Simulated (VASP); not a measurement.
```
CELL_PARAMETERS angstrom
      7.14656     0.00000     0.00000
      0.00000     7.14656     0.00000
      0.00000     0.00000     7.14656
ATOMIC_POSITIONS crystal
  C  0.50000 0.00000 0.00000
  C  0.61957 0.12655 0.12215
  C  0.75000 0.25000 0.00000
  C  0.87500 0.37500 0.12500
  C  0.75000 0.00000 0.25000
  C  0.87500 0.12500 0.37500
  C  0.00000 0.00000 0.00000
  C  0.12121 0.12542 0.12769
  C  0.24706 0.24425 0.00681
  C  0.37883 0.37568 0.12021
  C  0.50351 0.50035 0.00429
  C  0.62804 0.61821 0.12518
  C  0.75000 0.75000 0.00000
  C  0.87500 0.87500 0.12500
  C  0.24490 0.99762 0.24538
  C  0.37977 0.12648 0.37437
  C  0.50284 0.25689 0.25192
  C  0.61825 0.36995 0.37704
  C  0.74306 0.49400 0.25096
  C  0.87500 0.62500 0.37500
  C  0.50331 0.00697 0.49333
  C  0.63193 0.11939 0.62916
  C  0.74404 0.24695 0.49419
  C  0.87500 0.37500 0.62500
  C  0.75000 0.00000 0.75000
  C  0.87500 0.12500 0.87500
  C  0.00000 0.50000 0.00000
  C  0.12385 0.61821 0.12324
  C  0.25000 0.75000 0.00000
  C  0.37500 0.87500 0.12500
  C  0.00105 0.24619 0.25017
  C  0.12594 0.37515 0.37509
  C  0.24943 0.50061 0.25107
  C  0.36849 0.62077 0.37168
  C  0.50209 0.75670 0.25303
  C  0.62500 0.87500 0.37500
  C  0.00000 0.00000 0.50000
  C  0.11979 0.13041 0.61950
  C  0.24331 0.24455 0.49643
  C  0.37997 0.36814 0.61974
  C  0.49707 0.50056 0.49459
  C  0.62900 0.62082 0.62419
  C  0.75000 0.75000 0.50000
  C  0.87500 0.87500 0.62500
  C  0.25000 0.00000 0.75000
  C  0.37500 0.12500 0.87500
  C  0.50564 0.25027 0.75613
  C  0.62500 0.37500 0.87500
  C  0.75000 0.50000 0.75000
  C  0.87500 0.62500 0.87500
  C  0.00000 0.75000 0.25000
  C  0.12500 0.87500 0.37500
  C  0.99934 0.49491 0.49368
  C  0.11823 0.63087 0.62143
  C  0.24605 0.74825 0.49908
  C  0.37500 0.87500 0.62500
  C  0.00000 0.25000 0.75000
  C  0.12500 0.37500 0.87500
  C  0.24367 0.49710 0.74365
  C  0.37500 0.62500 0.87500
  C  0.50000 0.75000 0.75000
  C  0.62500 0.87500 0.87500
  C  0.00000 0.75000 0.75000
  C  0.12500 0.87500 0.87500
  N  0.37195 0.37247 0.37873
```
Cell charge -1.

These are PBE GGA, VASP's PBE PAW potentials (set 64) (plane waves; VASP 6.6.1) values and carry that method's errors. Numerical set-up: PREC = Normal, LREAL = Auto, ISYM = 0, NELECT = 262.0, EDIFF = 1E-5, 400 eV cut-off, 1×1×1 Γ-centred mesh, Gaussian smearing of 0.050 eV, potentials C N.

The cell is charged, with a uniform compensating background. The supercell is sampled at Γ alone, which is coarse: total energies, pressure and levels can be off, energies of defects by several tenths of an eV.

The ions are relaxed. Give the cell that the relaxation ends in.

```
CELL_PARAMETERS angstrom
      7.14656     0.00000     0.00000
      0.00000     7.14656     0.00000
      0.00000     0.00000     7.14656
ATOMIC_POSITIONS crystal
  C  0.49947 0.99424 0.99966
  C  0.62678 0.12207 0.11983
  C  0.75465 0.24938 0.99969
  C  0.87453 0.37441 0.12135
  C  0.74953 0.99929 0.24697
  C  0.87327 0.12488 0.37178
  C  0.99953 0.99945 0.99454
  C  0.12264 0.12255 0.12169
  C  0.24756 0.24748 0.00112
  C  0.37444 0.37437 0.12093
  C  0.50134 0.50125 0.00119
  C  0.62631 0.62623 0.12172
  C  0.74943 0.74934 0.99454
  C  0.87445 0.87439 0.12071
  C  0.24951 0.99513 0.24260
  C  0.37336 0.11789 0.35854
  C  0.50165 0.24720 0.23946
  C  0.63097 0.37546 0.35850
  C  0.75374 0.49933 0.24259
  C  0.87565 0.62390 0.37177
  C  0.49686 0.00149 0.49650
  C  0.61998 0.12886 0.62499
  C  0.74731 0.25199 0.49648
  C  0.87445 0.37441 0.62082
  C  0.74855 0.00029 0.74550
  C  0.87628 0.12496 0.86999
  C  0.99437 0.49938 0.99962
  C  0.12216 0.62668 0.11981
  C  0.24948 0.75452 0.99966
  C  0.37447 0.87438 0.12135
  C  0.99526 0.24943 0.24264
  C  0.11802 0.37331 0.35860
  C  0.24727 0.50156 0.23949
  C  0.37550 0.63083 0.35855
  C  0.49941 0.75361 0.24264
  C  0.62398 0.87557 0.37179
  C  0.00092 0.00085 0.49575
  C  0.13134 0.13125 0.61787
  C  0.24602 0.24589 0.46334
  C  0.37484 0.37470 0.70845
  C  0.50294 0.50281 0.46326
  C  0.61755 0.61745 0.61790
  C  0.74804 0.74796 0.49576
  C  0.87448 0.87439 0.62096
  C  0.25285 0.00204 0.74542
  C  0.37670 0.11765 0.88175
  C  0.50576 0.24313 0.77553
  C  0.63119 0.37215 0.88182
  C  0.74679 0.49600 0.74545
  C  0.87270 0.62386 0.86999
  C  0.99937 0.74944 0.24695
  C  0.12494 0.87317 0.37176
  C  0.00157 0.49679 0.49650
  C  0.12892 0.61993 0.62494
  C  0.25205 0.74722 0.49648
  C  0.37448 0.87436 0.62082
  C  0.00213 0.25276 0.74541
  C  0.11777 0.37660 0.88169
  C  0.24325 0.50562 0.77537
  C  0.37223 0.63107 0.88174
  C  0.49610 0.74670 0.74545
  C  0.62392 0.87260 0.87000
  C  0.00038 0.74846 0.74549
  C  0.12503 0.87619 0.87000
  N  0.37470 0.37416 0.53060
```
Cell charge -1.

How much energy does the relaxation gain?

The energy (σ→0) changes by -265.1 meV/atom, in 51 ionic steps.

The cell is a supercell with a defect, built from C (diamond): N_i, charge -1. The run is not spin-polarised, so no state with unpaired spins was tried.
